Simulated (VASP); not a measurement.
W:

```
W
1.0
    -1.60075    1.60075    1.60075
     1.60075   -1.60075    1.60075
     1.60075    1.60075   -1.60075
W
1
Direct
  0.00000 0.00000 0.00000
```

- Program: VASP 6.6.1
- Task: relaxation of cell and atoms
- Functional: PBEsol
- Potentials or basis: VASP PAW PBE potentials, release 64 (W)
- Cutoff: 580 eV
- k mesh: 18 × 18 × 18
- Occupations: gaussian, width 0.1 eV
- Spin: no spin polarisation

At the start: pressure -16.3 GPa; volume 16.41 Å³/atom.

Question: Where does the relaxation end?

Answer: Over 5 steps the energy falls by 46.1 meV/atom and the volume is 15.54 Å³/atom (-5.3 %); space group Im-3m (No. 229, to 0.05 Å).

The path:
```
step  energy change (eV)  largest force (eV/Å)  pressure (GPa)  volume (Å³)
   1              0.0000                0.0000          -16.28        16.41
   2              0.6797                0.0000           97.99        12.76
   3             -0.0457                0.0000           -1.71        15.62
   4             -0.0461                0.0000           -0.34        15.56
   5             -0.0461                0.0000            0.02        15.54
```

Final structure:
```xyz
1
Lattice="-1.5721 1.5721 1.5721 1.5721 -1.5721 1.5721 1.5721 1.5721 -1.5721" Properties=species:S:1:pos:R:3 pbc="T T T"
W     0.0000    0.0000    0.0000
```

Caveat: the PAW data sets were made with another functional, which shifts forces and pressure a little.
